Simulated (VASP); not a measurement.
Data:

```xyz
3
Lattice="4.8513 0.0000 0.0000 -2.4256 4.2013 0.0000 0.0000 0.0000 3.3690" Properties=species:S:1:pos:R:3 pbc="T T T"
Dy    -2.4256     4.2013     0.0000
Hg     0.0000     2.8009     1.6845
Hg     2.4256     1.4004     1.6845
```

Computed with PBEsol GGA, VASP's PBE PAW potentials (set 64) (plane waves; VASP). Settings: 400 eV cut-off, 8×8×10 Γ-centred mesh, tetrahedra with Blöchl corrections, potentials Dy_3 Hg.

The 4f electrons are frozen in the core of the lanthanide potential, so 4f levels, which can set the real gap, and their magnetism are missing.

Question: The job: DyHg$_{2}$ (space group P6/mmm), 3 atoms, PBEsol, static run, 400 eV, 8×8×10 Γ-centred mesh. Roughly how much core time does it take on a busy server core?

Answer: About 30 core-seconds (one run on a shared machine, a rough figure). It had 60 irreducible k-points, 20 bands, up to 1265 plane waves and 15 electronic steps.

The structure comes from a measured DyHg2 entry (P6/mmm) of the Crystallography Open Database, whose conditions weren't checked. It was relaxed first.
